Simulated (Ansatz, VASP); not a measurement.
# Ge (amorphous Ge at 5.66 g/cm^3) in two plane-wave programs, part 2 of 2

Aim: how closely do two programs agree when they are given the same cell, functional and k mesh? The cell is taken from a series of runs on this material, whose earlier steps may have relaxed, scaled, displaced or heated it; both programs get it as it stands.

VASP 6.6.1 and Ansatz 0.2.0.

So far. Step 3 (VASP: single point, PBE, pair 1): The run ends at a pressure of 5.82 GPa, with forces up to 0.80 eV/Å.

## (5) Ansatz: single point, PBE, pair 2

Level of this step: Ansatz beside VASP: Kohn-Sham DFT, plane waves, PBE (Ansatz).

With cell and atoms fixed, the geometry can't cause a difference; cores, projectors, grids and the points listed under the comparison can.

The cell is taken from a series of runs on this material, whose earlier steps may have relaxed, scaled, displaced or heated it; both programs get it as it stands.

The input, input.yaml:

```yaml
crystal:
  lattice:
    - [11.5362, 0.0, 0.0]
    - [0.0, 11.5362, 0.0]
    - [0.0, 0.0, 11.5362]
  atoms:
    - { symbol: Ge, position: [0.05144, 0.81605, 0.72578] }
    - { symbol: Ge, position: [0.83565, 0.49335, 0.51162] }
    - { symbol: Ge, position: [0.83547, 0.68692, 0.62865] }
    - { symbol: Ge, position: [0.31248, 0.22139, 0.34295] }
    - { symbol: Ge, position: [0.4312, 0.12938, 0.49138] }
    - { symbol: Ge, position: [0.18972, 0.04946, 0.30639] }
    - { symbol: Ge, position: [0.9347, 0.88039, 0.22997] }
    - { symbol: Ge, position: [0.98385, 0.82037, 0.42805] }
    - { symbol: Ge, position: [0.90037, 0.35047, 0.88166] }
    - { symbol: Ge, position: [0.03796, 0.35159, 0.71698] }
    - { symbol: Ge, position: [0.62731, 0.8297, 0.85004] }
    - { symbol: Ge, position: [0.53186, 0.96843, 0.72176] }
    - { symbol: Ge, position: [0.94792, 0.14312, 0.48844] }
    - { symbol: Ge, position: [0.0043, 0.34724, 0.50538] }
    - { symbol: Ge, position: [0.28909, 0.76513, 0.51664] }
    - { symbol: Ge, position: [0.42033, 0.48395, 0.41989] }
    - { symbol: Ge, position: [0.66715, 0.15498, 0.72343] }
    - { symbol: Ge, position: [0.45693, 0.15202, 0.82259] }
    - { symbol: Ge, position: [0.63427, 0.66841, 0.28933] }
    - { symbol: Ge, position: [0.31937, 0.20999, 0.65773] }
    - { symbol: Ge, position: [0.98325, 0.82775, 0.93205] }
    - { symbol: Ge, position: [0.43274, 0.7288, 0.75439] }
    - { symbol: Ge, position: [0.74329, 0.09976, 0.44225] }
    - { symbol: Ge, position: [0.78826, 0.89219, 0.50969] }
    - { symbol: Ge, position: [0.34344, 0.91471, 0.25108] }
    - { symbol: Ge, position: [0.69213, 0.32838, 0.85096] }
    - { symbol: Ge, position: [0.27005, 0.72132, 0.30963] }
    - { symbol: Ge, position: [0.48564, 0.84002, 0.55619] }
    - { symbol: Ge, position: [0.81039, 0.97959, 0.70534] }
    - { symbol: Ge, position: [0.44115, 0.92344, 0.0614] }
    - { symbol: Ge, position: [0.31418, 0.01161, 0.91306] }
    - { symbol: Ge, position: [0.53014, 0.59865, 0.89708] }
    - { symbol: Ge, position: [0.43184, 0.58939, 0.22808] }
    - { symbol: Ge, position: [0.74891, 0.48974, 0.31664] }
    - { symbol: Ge, position: [0.22445, 0.38649, 0.45346] }
    - { symbol: Ge, position: [0.9101, 0.4066, 0.20567] }
    - { symbol: Ge, position: [0.48109, 0.3855, 0.89464] }
    - { symbol: Ge, position: [0.24489, 0.82254, 0.8258] }
    - { symbol: Ge, position: [0.10328, 0.46262, 0.28305] }
    - { symbol: Ge, position: [0.07953, 0.68234, 0.214] }
    - { symbol: Ge, position: [0.75132, 0.79533, 0.1557] }
    - { symbol: Ge, position: [0.15692, 0.15529, 0.98636] }
    - { symbol: Ge, position: [0.49999, 0.55972, 0.60478] }
    - { symbol: Ge, position: [0.65076, 0.71288, 0.50417] }
    - { symbol: Ge, position: [0.60965, 0.24486, 0.53607] }
    - { symbol: Ge, position: [0.67199, 0.43089, 0.65251] }
    - { symbol: Ge, position: [0.72723, 0.63343, 0.82057] }
    - { symbol: Ge, position: [0.15598, 0.93865, 0.49118] }
    - { symbol: Ge, position: [0.8403, 0.99126, 0.91601] }
    - { symbol: Ge, position: [0.93762, 0.16676, 0.98717] }
    - { symbol: Ge, position: [0.18173, 0.50161, 0.76915] }
    - { symbol: Ge, position: [0.15587, 0.51917, 0.98138] }
    - { symbol: Ge, position: [0.11074, 0.9135, 0.09234] }
    - { symbol: Ge, position: [0.14457, 0.64914, 0.62245] }
    - { symbol: Ge, position: [0.41705, 0.39612, 0.10311] }
    - { symbol: Ge, position: [0.84019, 0.68127, 0.99453] }
    - { symbol: Ge, position: [0.6652, 0.07175, 0.24118] }
    - { symbol: Ge, position: [0.84427, 0.20669, 0.17623] }
    - { symbol: Ge, position: [0.36546, 0.41684, 0.70752] }
    - { symbol: Ge, position: [0.20849, 0.34509, 0.10578] }
    - { symbol: Ge, position: [0.65862, 0.95124, 0.03556] }
    - { symbol: Ge, position: [0.0225, 0.60935, 0.44973] }
    - { symbol: Ge, position: [0.58557, 0.35285, 0.35315] }
    - { symbol: Ge, position: [0.03245, 0.02563, 0.65539] }
    - { symbol: Ge, position: [0.43247, 0.71147, 0.04862] }
    - { symbol: Ge, position: [0.21741, 0.72071, 0.01638] }
    - { symbol: Ge, position: [0.14249, 0.17335, 0.76747] }
    - { symbol: Ge, position: [0.98108, 0.08727, 0.28507] }
    - { symbol: Ge, position: [0.9489, 0.50322, 0.02237] }
    - { symbol: Ge, position: [0.49457, 0.22183, 0.20661] }
    - { symbol: Ge, position: [0.51087, 0.96062, 0.3744] }
    - { symbol: Ge, position: [0.58959, 0.18066, 0.00398] }
kpoints:
  mp_grid: { grid: [1, 1, 1] }
hamiltonian:
  xc: pbe
scf:
  occupations: { method: fermi_dirac, width: 0.025 }
output:
  forces: true
  stress: true
  populations: true
  dos:
    method: { smearing: { sigma: 0.08 } }
    de: 0.05
    projected: { site_lists: { Ge: [Ge] } }
  eigenvalues: true
  write_density: true
  write_potential: true
  volumetric_format: npy
```

On the command line:

```sh
> ansatz run input.yaml --threads 4 --pin off --max-ram 8192MiB --backend cpu --events-out ev --progress --plain --runs-dir out
```

Numbers of over 12 decimals in the logs are rounded to 6 here.

The program printed:

```text
[...]
Crystal: 72 atoms, lattice volume = 1535.283 Å³
Basis set: ecut = 420 eV, 30047 PW (Γ), exchange–correlation on 160×160×160 points (8 copies of the dense FFT grid, shifted against one another)
Bands: 605, of which v1, the nominal top of the filled ones, is band 504 counted from 1 (503 counted from 0)
Symmetry: 1 space group operations
[...]
k-points: 1
[...]
--- Löwdin populations: 72 sites ---
  site symbol       q [e]
     0     Ge     13.9665
     1     Ge     13.9875
     2     Ge     13.9162
     3     Ge     13.9898
     4     Ge     13.9935
     5     Ge     13.9798
     6     Ge     13.9735
     7     Ge     13.9837
[...]
68     Ge     13.9813
    69     Ge     14.0324
    70     Ge     13.9967
    71     Ge     13.9065
  spilling = 0.001757 (of n_electrons = 1008.000000)
[key lines of the parts left out:]
SCF converged after 13 iterations
Free energy (F): -309220.867172 eV
Fermi energy:    9.097130 eV
P = ⅓ Tr σ = 4.6530 GPa (46.530 kbar)
```

## (6) VASP: single point, PBE, pair 2

The same cell, functional, mesh and smearing now go to VASP, with its own data sets.

The input, INCAR:

```
SYSTEM = Ge
PREC = Accurate
ENCUT = 500
EDIFF = 1E-06
NELM = 120
ISMEAR = -1
SIGMA = 0.025
LREAL = Auto
ALGO = Normal
GGA = PE
NBANDS = 584
LORBIT = 11
LWAVE = .FALSE.
LCHARG = .FALSE.
ISIF = 2
LASPH = .TRUE.
GGA_COMPAT = .FALSE.
EFERMI = MIDGAP
NCORE = 2
```

The input, POSCAR:

```
Ge
1.0
   11.5362000000      0.0000000000      0.0000000000
    0.0000000000     11.5362000000      0.0000000000
    0.0000000000      0.0000000000     11.5362000000
Ge
72
Direct
    0.0514400000      0.8160500000      0.7257800000
    0.8356500000      0.4933500000      0.5116200000
    0.8354700000      0.6869200000      0.6286500000
    0.3124800000      0.2213900000      0.3429500000
    0.4312000000      0.1293800000      0.4913800000
    0.1897200000      0.0494600000      0.3063900000
    0.9347000000      0.8803900000      0.2299700000
    0.9838500000      0.8203700000      0.4280500000
    0.9003700000      0.3504700000      0.8816600000
    0.0379600000      0.3515900000      0.7169800000
    0.6273100000      0.8297000000      0.8500400000
    0.5318600000      0.9684300000      0.7217600000
    0.9479200000      0.1431200000      0.4884400000
    0.0043000000      0.3472400000      0.5053800000
    0.2890900000      0.7651300000      0.5166400000
    0.4203300000      0.4839500000      0.4198900000
    0.6671500000      0.1549800000      0.7234300000
    0.4569300000      0.1520200000      0.8225900000
    0.6342700000      0.6684100000      0.2893300000
    0.3193700000      0.2099900000      0.6577300000
    0.9832500000      0.8277500000      0.9320500000
    0.4327400000      0.7288000000      0.7543900000
    0.7432900000      0.0997600000      0.4422500000
    0.7882600000      0.8921900000      0.5096900000
    0.3434400000      0.9147100000      0.2510800000
    0.6921300000      0.3283800000      0.8509600000
    0.2700500000      0.7213200000      0.3096300000
    0.4856400000      0.8400200000      0.5561900000
    0.8103900000      0.9795900000      0.7053400000
    0.4411500000      0.9234400000      0.0614000000
    0.3141800000      0.0116100000      0.9130600000
    0.5301400000      0.5986500000      0.8970800000
    0.4318400000      0.5893900000      0.2280800000
    0.7489100000      0.4897400000      0.3166400000
    0.2244500000      0.3864900000      0.4534600000
    0.9101000000      0.4066000000      0.2056700000
    0.4810900000      0.3855000000      0.8946400000
    0.2448900000      0.8225400000      0.8258000000
    0.1032800000      0.4626200000      0.2830500000
    0.0795300000      0.6823400000      0.2140000000
    0.7513200000      0.7953300000      0.1557000000
    0.1569200000      0.1552900000      0.9863600000
    0.4999900000      0.5597200000      0.6047800000
    0.6507600000      0.7128800000      0.5041700000
    0.6096500000      0.2448600000      0.5360700000
    0.6719900000      0.4308900000      0.6525100000
    0.7272300000      0.6334300000      0.8205700000
    0.1559800000      0.9386500000      0.4911800000
    0.8403000000      0.9912600000      0.9160100000
    0.9376200000      0.1667600000      0.9871700000
    0.1817300000      0.5016100000      0.7691500000
    0.1558700000      0.5191700000      0.9813800000
    0.1107400000      0.9135000000      0.0923400000
    0.1445700000      0.6491400000      0.6224500000
    0.4170500000      0.3961200000      0.1031100000
    0.8401900000      0.6812700000      0.9945300000
    0.6652000000      0.0717500000      0.2411800000
    0.8442700000      0.2066900000      0.1762300000
    0.3654600000      0.4168400000      0.7075200000
    0.2084900000      0.3450900000      0.1057800000
    0.6586200000      0.9512400000      0.0355600000
    0.0225000000      0.6093500000      0.4497300000
    0.5855700000      0.3528500000      0.3531500000
    0.0324500000      0.0256300000      0.6553900000
    0.4324700000      0.7114700000      0.0486200000
    0.2174100000      0.7207100000      0.0163800000
    0.1424900000      0.1733500000      0.7674700000
    0.9810800000      0.0872700000      0.2850700000
    0.9489000000      0.5032200000      0.0223700000
    0.4945700000      0.2218300000      0.2066100000
    0.5108700000      0.9606200000      0.3744000000
    0.5895900000      0.1806600000      0.0039800000
```

The input, KPOINTS:

```
Automatic mesh
0
Gamma
1 1 1
0 0 0
```

Potentials, in the order of the species: Ge_d (PBE family, release 64).

On the command line:

```sh
> mpirun -np 8 vasp_gam
```

The program printed:

```text
[... set-up lines as in an earlier step ...]
 entering main loop
       N       E                     dE             d eps       ncg     rms          rms(c)
DAV:   1     0.214482828343E+05    0.21448E+05   -0.38553E+05  1184   0.550E+03
DAV:   2     0.521164553719E+04   -0.16237E+05   -0.15553E+05  1168   0.123E+03
DAV:   3     0.814117626117E+03   -0.43975E+04   -0.42384E+04  1168   0.337E+02
DAV:   4    -0.190173636540E+03   -0.10043E+04   -0.91774E+03  1304   0.146E+02
[...]
DAV:  18    -0.307311548886E+03   -0.10182E-05   -0.10549E-05  1424   0.242E-02    0.135E-03
DAV:  19    -0.307311551469E+03   -0.25832E-05   -0.26943E-05  1024   0.193E-02    0.241E-03
DAV:  20    -0.307311551403E+03    0.66735E-07   -0.14192E-06   664   0.111E-02
   1 F= -.30731155E+03 E0= -.30731126E+03  d E =-.588844E-03
```

OUTCAR, selected parts (step 6):

```text
 POSITION                                       TOTAL-FORCE (eV/Angst)
 -----------------------------------------------------------------------------------
      0.59342      9.41412      8.37274        -0.025870      0.023897      0.003837
      9.64023      5.69138      5.90215        -0.000125      0.002926     -0.001598
      9.63815      7.92445      7.25223        -0.006973     -0.027570      0.003946
      3.60483      2.55400      3.95634        -0.012994      0.003161     -0.008441
      4.97441      1.49255      5.66866         0.013337     -0.005239      0.004589
      2.18865      0.57058      3.53458        -0.010552      0.024124      0.019490
     10.78289     10.15636      2.65298        -0.014093      0.008466      0.015511
     11.34989      9.46395      4.93807        -0.000955      0.032002     -0.004888
     10.38685      4.04309     10.17101         0.011173     -0.008946     -0.012324
      0.43791      4.05601      8.27122        -0.015807      0.012823      0.004172
      7.23677      9.57159      9.80623        -0.000296     -0.025186     -0.019658
      6.13564     11.17200      8.32637         0.003730     -0.025755      0.012091
     10.93539      1.65106      5.63474        -0.004325      0.009289      0.004720
      0.04961      4.00583      5.83016         0.008459      0.012326      0.018774
[...]
-----------------------------------------------------------------------------------
    total drift:                               -0.006295     -0.005772      0.008965

  FREE ENERGIE OF THE ION-ELECTRON SYSTEM (eV)
  ---------------------------------------------------
  free  energy   TOTEN  =      -307.3115514026 eV

  energy  without entropy=     -307.3109625591  energy(sigma->0) =     -307.31125698
```

The run ends at a pressure of 4.56 GPa, with forces up to 0.046 eV/Å.

## (7) Comparison

What differs besides the data sets and the points named for the pairs above, as far as they apply: the cutoff is 420 eV in Ansatz and 500 eV in VASP (PREC = Accurate, projectors in real space). Total energies have different zeros and are not compared.

Both answers:

| quantity | Ansatz | VASP | difference |
| --- | --- | --- | --- |
| pressure (GPa) | 4.65 | 4.56 | +0.10 |
| gap on the k mesh (eV) | 0.363 | 0.363 | 0.000 |

The largest component of a force difference here is 5 meV/Å. A gap on the mesh is an upper bound, since the band edges may lie between its points.

## (8) Outcome

```yaml
r_m_s_force_difference_single_point_pbe_pair_1: 1.0 % of the r.m.s. force
difference_in_gap_on_the_k_mesh_single_point_pbe_pair_2: 1.6e-4 eV
```

**Reading.** The r.m.s. force difference is 1.0 % of the r.m.s. force (single point, PBE, pair 1), within the 3 % picked in this series as the mark of a large difference. Such differences can come from data sets, numerical settings and the points named under the comparisons, not from the functional's error against experiment.

[Lines on the potential files, build, host, timing and source positions are cut from VASP's logs without a mark.]

[Logs are printed without paths, hosts, clocks, repeated set-up lines and the standing remarks that a program may print on its own settings, such as how far it seeks lower states.]

[Hosts, paths, dates, database ids (printed as entryN), source tags and the programs' standing remarks are cut or masked in the printed files.]
